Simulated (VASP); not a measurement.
Consider the following.

```
CELL_PARAMETERS angstrom
      0.02286     3.04777     3.04777
      3.04777     0.02286     3.04777
      3.07063     3.07063     0.00000
ATOMIC_POSITIONS crystal
  Sr 0.00000 0.00000 0.00000
```

All values below come from r2SCAN meta-GGA, VASP's PBE PAW potentials (set 64) (plane waves; VASP). Run with 480 eV cut-off, 10×10×10 Γ-centred mesh, first-order Methfessel-Paxton smearing of 0.10 eV, potentials Sr_sv.

Estimate the energy per atom (σ→0), band gap (on the k-mesh) with the smallest direct gap where there is one.

band gap (on the k-mesh): none (metal, semimetal or under 0.01 eV)
energy per atom (σ→0): -15.098 eV/atom

Only differences to runs with the same potentials and settings are physical.

The compound is Sr in the fcc structure. This cell was strained or had an atom moved on purpose.
